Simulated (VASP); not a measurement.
A cell of Ca (fcc) near equilibrium:

```xyz
1
Lattice="0.0000 2.7863 2.7863 2.7863 0.0000 2.7863 2.7863 2.7863 0.0000" Properties=species:S:1:pos:R:3 pbc="T T T"
Ca     0.0000     0.0000     0.0000
```

Computed with r2SCAN meta-GGA, VASP's PBE PAW potentials (set 64) (plane waves; VASP).

```json
[
 {"run": "as it is", "ΔE (meV/atom)": "0.0", "σxx": "-0.03", "σyy": "-0.03", "σzz": "-0.03", "largest shear component, with its sign (GPa)": "0.00", "largest force (eV/Å)": "0.000"},
 {"run": "after one change", "ΔE (meV/atom)": "2.0", "σxx": "-0.55", "σyy": "-0.55", "σzz": "-0.55", "largest shear component, with its sign (GPa)": "0.00", "largest force (eV/Å)": "0.000"}
]
```
Stress is in GPa, positive when the cell is compressed.

What was changed between the two runs?
A. biaxial strain of -1.0 % in the yz plane
B. isotropic strain of -1.0 %
C. uniaxial strain of -4.0 % along z
D. isotropic strain of +1.0 %

D, isotropic strain of +1.0 %

The compound is Ca in the fcc structure.
